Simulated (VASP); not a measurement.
The system is Mg.

```
Mg
1.0
     3.20930    0.00000    0.00000
    -1.60465    2.77934    0.00000
     0.00000    0.00000    5.21030
Mg
2
Direct
  0.33333 0.66667 0.25000
  0.66667 0.33333 0.75000
```

```yaml
Program: VASP 6.6.1
Task: relaxation of cell and atoms
Functional: PBEsol
Potentials_or_basis: VASP PAW PBE potentials, release 64 (Mg)
Cutoff: 600 eV
k_mesh: 15 × 15 × 8
Occupations: gaussian, width 0.1 eV
Spin: no spin polarisation
```

At the start: pressure -1.2 GPa; volume 23.24 Å³/atom.

**Question.** Where does the relaxation end?

**Answer.** Over 6 steps the energy falls by 3.4 meV/atom and the volume is 22.46 Å³/atom (-3.3 %); space group P6_3/mmc (No. 194, to 0.05 Å).

The path:
| step | energy change (eV) | largest force (eV/Å) | pressure (GPa) | volume (Å³) |
| --- | --- | --- | --- | --- |
| 1 | 0.0000 | 0.0000 | -1.19 | 46.47 |
| 2 | -0.0061 | 0.0000 | -0.32 | 45.33 |
| 3 | -0.0066 | 0.0000 | 0.04 | 44.90 |
| 4 | -0.0066 | 0.0000 | 0.06 | 44.87 |
| 5 | -0.0068 | 0.0000 | 0.04 | 44.89 |
| 6 | -0.0068 | 0.0000 | 0.02 | 44.92 |

Final structure:
```
Mg
1.0
     3.18740    0.00000    0.00000
    -1.59370    2.76037    0.00000
     0.00000    0.00000    5.10562
Mg
2
Direct
  0.33333 0.66667 0.25000
  0.66667 0.33333 0.75000
```

Caveat: the PAW data sets were made with another functional, which shifts forces and pressure a little.
